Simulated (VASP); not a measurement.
Input:

```
AgIr
1.0
    0.00000     1.94141     1.94141
    1.94141     0.00000     1.94141
    7.95801     7.95801    -0.19238
Ir Ag
2 2
Direct
  0.98507   0.98507   0.01120
  0.01493   0.01493   0.23880
  0.00661   0.00661   0.49504
  0.99339   0.99339   0.75496
```

Method: PBEsol GGA, VASP's PBE PAW potentials (set 64) (plane waves; VASP). Run with 400 eV cut-off, 15×15×4 Γ-centred mesh, tetrahedra with Blöchl corrections, potentials Ir Ag.

Unless said otherwise, spin-orbit coupling is left out, though it shifts the bands of the heavy elements here.

Question: Tabulate the total density of states (states/eV per cell) against energy (eV; zero at the valence-band maximum or, without a gap, the Fermi level).

Answer: 
```
E (eV)  DOS (states/eV)
------  ---------------
-9.93              0.01
-9.41              0.22
-8.80              0.24
-8.28              0.28
-7.67              0.63
-7.15              2.30
-6.63              4.84
-6.02              7.81
-5.50              5.19
-4.88              5.65
-4.37              7.73
-3.75              9.37
-3.24              5.48
-2.72              7.30
-2.10              3.26
-1.59              2.53
-0.97              3.11
-0.46              3.07
0.16               2.54
0.68               2.38
1.19               1.56
1.81               1.33
2.32               1.15
2.94               1.13
3.46               1.00
```
Within 2 eV below the Fermi level the largest weight inside VASP's projection spheres is Ir d, then Ag d.

The structure was generated: Ag2Ir2 was put into an ordered model structure (R-3m), which need not be its known phase. It was relaxed first.
